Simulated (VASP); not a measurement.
```xyz
3
Lattice="3.8418 0.0000 0.0000 -1.9209 3.3271 0.0000 0.0000 0.0000 6.7492" Properties=species:S:1:pos:R:3 pbc="T T T"
Ti     0.0000     0.0000     0.0000
Te     1.9209     1.1090     5.0607
Te     0.0000     2.2181     1.6884
```

These are LDA (Ceperley-Alder, Perdew-Zunger), VASP's LDA PAW potentials (set 64) (plane waves; VASP 6.6.1) values and carry that method's errors. Settings: 420 eV cut-off, 14×14×7 Γ-centred mesh, Gaussian smearing of 0.20 eV, potentials Ti_sv Te.

Energy and stress use the plane-wave basis of the starting cell.

### Question
The ions, cell shape and volume are relaxed. What does this cell relax into?

### Answer

```xyz
3
Lattice="3.6672 0.0000 0.0000 -1.8336 3.1759 0.0000 0.0000 0.0000 6.3283" Properties=species:S:1:pos:R:3 pbc="T T T"
Ti    -1.8336     3.1759     0.0000
Te     1.8336     1.0586     4.6196
Te     0.0000     2.1173     1.7087
```
Space group P-3m1 (164), at a tolerance of 0.03 Å.

### Question
How do energy and volume change from the first to the last step?

### Answer
The energy (σ→0) changes by -67.9 meV/atom and the volume by -14.6 %, in 14 ionic steps.

The structure comes from a computed database's TiTe2 entry; how it stands against other phases isn't given here. This run relaxes it. Symmetry was kept, so distortions that lower it aren't found. The run is one of a series of settings (EDIFF = 1E-09, EDIFFG = -0.005, ENCUT = 420, IBRION = 2, ISIF = 3, NSW = 50, KPOINTS 14×14×7 Γ-centred mesh against the base run), some of them coarse on purpose.
